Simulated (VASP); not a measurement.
**WSe2: single point with PBEsol+U**

**Experimental background.**

From “Time-resolved XUV ARPES with tunable 24–33 eV laser pulses at 30 meV resolution”, 2019, pmc:6684652, for a bulk crystal of WSe2: band gap 1.3 eV (indirect).

WSe2:

```
CELL_PARAMETERS angstrom
3.29000 0.00000 0.00000
-1.64500 2.84922 0.00000
0.00000 0.00000 12.97000
ATOMIC_POSITIONS crystal
W 0.33333 0.66667 0.25000
W 0.66667 0.33333 0.75000
Se 0.33333 0.66667 0.62100
Se 0.66667 0.33333 0.12100
Se 0.33333 0.66667 0.87900
Se 0.66667 0.33333 0.37900
```

```json
{
 "Program": "VASP 6.6.1",
 "Task": "single point",
 "Functional": "PBEsol",
 "Potentials or basis": "VASP PAW PBE potentials, release 64 (W_sv, Se)",
 "Cutoff": "520 eV",
 "k mesh": "8 × 8 × 2",
 "Occupations": "gaussian, width 0.05 eV",
 "Spin": "collinear spin, ferromagnetic start",
 "Starting moments": "[0.5, 0.5, 0.0, 0.0, 0.0, 0.0] μB",
 "Hubbard terms": "W d U = 2 eV",
 "Further INCAR settings": "ALGO = Normal; EDIFF = 1e-06; NBANDS = 39"
}
```

| Quantity | Value |
| --- | --- |
| Pressure | 0.5 GPa |
| Largest force | 0.094 eV/Å |
| Band gap on the k mesh | 1.05 eV, indirect (least direct gap 1.87 eV) |
| Net moment | 0.00 μB per cell |
| Valence electrons inside the program's atomic spheres | W 11.94; Se 3.90 |

Forces on the atoms (eV/Å):
```
W    0.000  0.000  0.000
W    0.000  0.000  0.000
Se   0.000  0.000 -0.094
Se   0.000  0.000 -0.094
Se   0.000  0.000  0.094
Se   0.000  0.000  0.094
```

Stress tensor (GPa, compression positive):
```
-0.03  0.00  0.00
 0.00 -0.03  0.00
 0.00  0.00  1.48
```

Levels at points of the mesh, in eV from the valence-band top:
Spin up:
```csv
k point,band 24,band 25,band 26,band 27,band 28,band 29
"(0.00, 0.00, 0.00)",-1.13,-1.09,0.00,2.64,2.64,2.68
"(0.50, 0.00, 0.00)",-1.40,-1.32,-1.15,2.15,2.19,2.29
"(0.00, 0.00, 0.50)",-1.51,-0.22,-0.22,2.64,2.64,2.64
"(0.50, 0.00, 0.50)",-1.39,-1.27,-1.27,2.17,2.17,2.50
```
Spin down:
| k point | band 23 | band 24 | band 25 | band 26 | band 27 | band 28 | band 29 | band 30 |
| --- | --- | --- | --- | --- | --- | --- | --- | --- |
| (0.00, 0.00, 0.00) | -1.48 | -1.13 | -1.09 | 0.00 | 2.64 | 2.64 | 2.68 | 2.68 |
| (0.50, 0.00, 0.00) | -1.50 | -1.40 | -1.32 | -1.15 | 2.16 | 2.19 | 2.29 | 2.64 |
| (0.00, 0.00, 0.50) | -1.51 | -1.51 | -0.22 | -0.22 | 2.64 | 2.64 | 2.64 | 2.64 |
| (0.50, 0.00, 0.50) | -1.39 | -1.39 | -1.27 | -1.27 | 2.17 | 2.17 | 2.50 | 2.50 |

Eigenvalues of the final occupation matrices:
```tsv
site	spin	trace	eigenvalues
site 1 d	1	1.69	0.33 0.33 0.34 0.34 0.36
site 1 d	2	1.69	0.33 0.33 0.34 0.34 0.36
site 2 d	1	1.69	0.33 0.33 0.34 0.34 0.36
site 2 d	2	1.69	0.33 0.33 0.34 0.34 0.36
```

It took 100 s on 1 thread of Intel(R) Xeon(R) 6975P-C (Granite Rapids), on a shared host, peak memory 0.34 GiB.

Measured gap of WSe2: 1.3 eV (indirect; “Time-resolved XUV ARPES with tunable 24–33 eV laser pulses at 30 meV resolution”, 2019, pmc:6684652). This calculation gives 1.05 eV (-0.25 eV). Spin-orbit coupling on Se, W is left out. The value is that of PBEsol+U on a finite k mesh, which can miss the band edges, without temperature or zero-point motion.

Caveat: the PAW data sets were made with another functional, which shifts forces and pressure a little; spin-orbit coupling is left out, which moves the levels of the heavy elements; this functional lacks dispersion, which binds the layers, so the pressure and a relaxed spacing across them are unreliable. The state reached can hang on the start; a lower one may exist.
